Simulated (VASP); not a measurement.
Here is the system:

```xyz
2
Lattice="0.0000 3.3076 3.3076 3.3076 0.0000 3.3076 3.3076 3.3076 0.0000" Properties=species:S:1:pos:R:3 pbc="T T T"
Ag     6.6152     6.6152     6.6152
I      1.6538     1.6538     1.6538
```

Computed with PBE GGA, VASP's PBE PAW potentials (set 64) (plane waves; VASP 6.6.1). Numerical set-up: 400 eV cut-off, 12×12×12 Γ-centred mesh, Gaussian smearing of 0.010 eV, potentials Ag I.

Unless said otherwise, spin-orbit coupling is left out, though it shifts the bands of the heavy elements here.

Task: Estimate the energy per atom (σ→0), band gap (on the k-mesh) with the smallest direct gap where there is one.

Result: 
```yaml
band gap (on the k-mesh): 1.34 eV
smallest direct gap (on the k-mesh): 1.34 eV
energy per atom (σ→0): -2.396 eV/atom
```

The compound is AgI in the zinc blende structure, whereas wurtzite is the usual form. It was relaxed first, which changed the volume by +5 %.
